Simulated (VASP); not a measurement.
Given:

```
CaF2
1.0
    0.00000     2.73314     2.73314
    2.73314     0.00000     2.73314
    2.73314     2.73314     0.00000
Ca F
1 2
Cartesian
  0.00000   0.00000   0.00000
  1.36657   1.36657   1.36657
  4.09971   4.09971   4.09971
```

These are rev-vdW-DF2, VASP's PBE PAW potentials (set 64) (plane waves; VASP) values and carry that method's errors. Settings: 520 eV cut-off, Gaussian smearing of 0.050 eV, potentials Ca_sv F.

Q: Predict the band gap (along the path) with the smallest direct gap where there is one.

A: 
```yaml
band gap (along the path): 7.12 eV
smallest direct gap (along the path): 7.38 eV
```

The absolute energy has meaning only against runs of the same code, potentials and settings.

The compound is CaF2 in the fluorite structure. It was relaxed first.
